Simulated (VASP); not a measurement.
```
CdS
1.0
    0.00000     2.93838     2.93838
    2.93838     0.00000     2.93838
    2.93838     2.93838     0.00000
Cd S
1 1
Direct
  0.00000   0.00000   0.00000
  0.25000   0.25000   0.25000
```

These are HSE06 screened hybrid, VASP's PBE PAW potentials (set 64) (plane waves; VASP) values and carry that method's errors. Numerical set-up: 520 eV cut-off, 6×6×6 Γ-centred mesh, Gaussian smearing of 0.050 eV, potentials Cd S.

### Question
What does the run give for the energy per atom (σ→0), band gap (on the k-mesh) with the smallest direct gap where there is one?

### Answer

- band gap (on the k-mesh): 2.13 eV
- smallest direct gap (on the k-mesh): 2.13 eV
- energy per atom (σ→0): -3.820 eV/atom

Total energies compare only between runs with the same potentials, cut-off and functional.

The compound is CdS in the zinc blende structure, a metastable form; wurtzite is the usual one. This cell is one point of a volume scan, at 0.97 of the reference volume. The cell's shape comes from a PBE relaxation.
